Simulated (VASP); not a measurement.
Given:

```yaml
crystal:
  lattice:
    - [0.00000, 2.93573, 2.93573]
    - [2.93573, 0.00000, 2.93573]
    - [11.77885, 11.77885, -0.03592]
  atoms:
    - { symbol: In, position: [0.01077, 0.01077, 0.99192] }
    - { symbol: In, position: [0.99207, 0.99207, 0.25595] }
    - { symbol: As, position: [0.24842, 0.24842, 0.06369] }
    - { symbol: As, position: [0.23018, 0.23018, 0.32736] }
    - { symbol: As, position: [0.24989, 0.24989, 0.56258] }
    - { symbol: As, position: [0.26852, 0.26852, 0.79861] }
    - { symbol: Ga, position: [0.99076, 0.99076, 0.50693] }
    - { symbol: Ga, position: [0.00939, 0.00939, 0.74296] }
```

All values below come from PBEsol GGA, VASP's PBE PAW potentials (set 64) (plane waves; VASP). Settings: 400 eV cut-off, 10×10×3 Γ-centred mesh, tetrahedra with Blöchl corrections, potentials In_d As Ga_d.

The cores are frozen, which limits the accuracy of field gradients.

### Question
Give the principal components of the electric field gradient (V/Å²) and the asymmetry η at each nucleus.

### Answer

| atom | Vxx | Vyy | Vzz | η |
|---|---|---|---|---|
| In1 | -2.3 | -2.3 | 4.6 | 0.00 |
| In2 | -7.6 | -7.6 | 15.3 | 0.00 |
| As3 | -20.2 | -20.2 | 40.5 | 0.00 |
| As4 | -14.7 | -14.7 | 29.5 | 0.00 |
| As5 | 16.2 | 16.2 | -32.4 | 0.00 |
| As6 | 11.6 | 11.6 | -23.1 | 0.00 |
| Ga7 | 4.9 | 4.8 | -9.7 | 0.00 |
| Ga8 | 8.0 | 7.9 | -15.9 | 0.00 |

The structure was generated: Ga2In2As4 was put into an ordered model structure (R3m), which need not be its known phase. It was relaxed first.
